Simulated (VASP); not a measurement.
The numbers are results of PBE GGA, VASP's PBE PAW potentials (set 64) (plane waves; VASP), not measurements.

A VASP calculation is set up with these files.

INCAR:
```
# general
SYSTEM =CuZn
PREC   =Accurate
ENCUT  =400   # plane-wave cut-off (eV)
LREAL  =.FALSE.   # projection in real space or not
LASPH  =.TRUE.

# electronic loop
EDIFF  =1E-6
NELM   =100   # most electronic steps
ALGO   =Normal   # blocked Davidson
LMAXMIX=4   # l cut-off of mixed one-centre charges

# smearing
ISMEAR =1   # Methfessel-Paxton
SIGMA  =0.1

# functional
GGA    =PE   # PBE

# ions
ISIF   =2   # forces and stress, cell fixed

# output
LWAVE  =.FALSE.
LCHARG =.FALSE.
```

### KPOINTS
```
Automatic mesh
0
Gamma
12 12 12
0 0 0
```

### POSCAR
```
CuZn
1
    2.9426450000     0.0000000000     0.0000000000
    0.0000000000     3.0217000000     0.0000000000
    0.0000000000     0.0000000000     2.8630930000
Zn Cu
1 1
Direct
  0.5000000000   0.5000000000   0.5000000000
  0.0282090000   0.0000000000   0.0000000000
```

POTCAR, in this order: Zn Cu (PBE.64 set). Program: vasp_std.

The run wrote:

OSZICAR:
```
       N       E                     dE             d eps       ncg     rms          rms(c)
DAV:   1     0.100994650227E+03    0.10099E+03   -0.99178E+03 10658   0.214E+03
DAV:   2    -0.343899516487E+01   -0.10443E+03   -0.10171E+03 10374   0.306E+02
DAV:   3    -0.605354963451E+01   -0.26146E+01   -0.26072E+01 12861   0.660E+01
DAV:   4    -0.607085744590E+01   -0.17308E-01   -0.17306E-01 12173   0.471E+00
DAV:   5    -0.607108728597E+01   -0.22984E-03   -0.22984E-03 13622   0.576E-01    0.958E+00
DAV:   6    -0.591227292515E+01    0.15881E+00   -0.17089E+01 11026   0.108E+02    0.601E+00
DAV:   7    -0.499129506292E+01    0.92098E+00   -0.38756E+00 10712   0.105E+02    0.230E+00
DAV:   8    -0.499483596947E+01   -0.35409E-02   -0.19564E-01 13929   0.620E+00    0.130E+00
DAV:   9    -0.498508557578E+01    0.97504E-02   -0.21245E-02 12666   0.377E+00    0.560E-02
DAV:  10    -0.498509535788E+01   -0.97821E-05   -0.50487E-04 12048   0.292E-01    0.270E-02
DAV:  11    -0.498509808335E+01   -0.27255E-05   -0.11200E-05 14315   0.447E-02    0.125E-02
DAV:  12    -0.498509723073E+01    0.85262E-06   -0.54512E-07  7577   0.199E-02
   1 F= -.49850972E+01 E0= -.49850642E+01  d E =-.990030E-04
```

### OUTCAR
```
------------------------ aborting loop because EDIFF is reached ----------------------------------------
  FORCE on cell =-STRESS in cart. coord.  units (eV):
  Direction    XX          YY          ZZ          XY          YZ          ZX
  --------------------------------------------------------------------------------------
  Total        0.4254959      0.4896003      0.4596709      0.0000000      0.0000000      0.0000000
  in kB       26.7781966     30.8125482     28.9289649      0.0000000      0.0000000      0.0000000
  external PRESSURE =      28.8399032 kB  Pullay stress =       0.0000000 kB
  volume of cell :       25.46
      direct lattice vectors                 reciprocal lattice vectors
     2.942645000  0.000000000  0.000000000     0.339830323  0.000000000  0.000000000
     0.000000000  3.021700000  0.000000000     0.000000000  0.330939537  0.000000000
     0.000000000  0.000000000  2.863093000     0.000000000  0.000000000  0.349272622
 POSITION                                       TOTAL-FORCE (eV/Angst)
 -----------------------------------------------------------------------------------
      1.47132      1.51085      1.43155         0.397067      0.000000      0.000000
      0.08301      0.00000      0.00000        -0.397067      0.000000      0.000000
 -----------------------------------------------------------------------------------
    total drift:                                0.000989      0.000000      0.000022
  FREE ENERGIE OF THE ION-ELECTRON SYSTEM (eV)
  ---------------------------------------------------
  free  energy   TOTEN  =        -4.9850972307 eV

  energy  without entropy=       -4.9849982278  energy(sigma->0) =       -4.98506423
```
(Selected blocks of OUTCAR.)

The compound is CuZn in the CsCl type structure. The cell was not relaxed at this level, atoms are displaced from their ideal sites. The run is one of a series of settings (KPOINTS 12×12×12 Γ-centred mesh against the base run), some of them coarse on purpose. The electron count is odd and the run is not spin-polarised, which forces a metal.
